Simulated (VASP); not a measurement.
OSZICAR of a VASP run on NaCl (rock salt):

OSZICAR:
```
       N       E                     dE             d eps       ncg     rms          rms(c)
DAV:   1     0.955311438747E+02    0.95531E+02   -0.73621E+03   638   0.129E+03
DAV:   2     0.182341299256E+01   -0.93708E+02   -0.87745E+02   771   0.278E+02
DAV:   3    -0.695022794375E+01   -0.87736E+01   -0.87164E+01   770   0.846E+01
DAV:   4    -0.715383998085E+01   -0.20361E+00   -0.20339E+00   734   0.140E+01
DAV:   5    -0.715845182828E+01   -0.46118E-02   -0.46114E-02   802   0.211E+00    0.190E+00
DAV:   6    -0.699308538453E+01    0.16537E+00   -0.33366E-01   737   0.445E+00    0.137E+00
DAV:   7    -0.698227774196E+01    0.10808E-01   -0.71334E-02   855   0.202E+00    0.912E-01
DAV:   8    -0.698625358566E+01   -0.39758E-02   -0.82021E-03   674   0.993E-01    0.235E-01
DAV:   9    -0.698619438502E+01    0.59201E-04   -0.18508E-04   782   0.130E-01    0.152E-01
DAV:  10    -0.698628730840E+01   -0.92923E-04   -0.35293E-04   671   0.125E-01    0.591E-02
DAV:  11    -0.698627418885E+01    0.13120E-04   -0.27018E-05   752   0.370E-02    0.190E-02
DAV:  12    -0.698627304583E+01    0.11430E-05   -0.46954E-06   683   0.135E-02    0.270E-03
DAV:  13    -0.698627335092E+01   -0.30510E-06   -0.14764E-07   701   0.311E-03    0.695E-04
DAV:  14    -0.698627326986E+01    0.81067E-07   -0.20201E-08   370   0.137E-03
   1 F= -.69862733E+01 E0= -.69862733E+01  d E =-.118539E-12
```

### Question
Which electronic solver shows in the log?

### Answer
It is blocked Davidson (ALGO = Normal, or the opening steps of other solvers). The INCAR had ALGO = Normal.

### Question
Can the final energy be trusted as converged?

### Answer
The run converged. It stopped with EDIFF = 1E-7, NELM = 100 (PBEsol GGA, plane waves, VASP's PBE PAW potentials (set 64)).

The compound is NaCl in the rock salt structure. This cell is one point of a volume scan, at 1.06 of the reference volume.
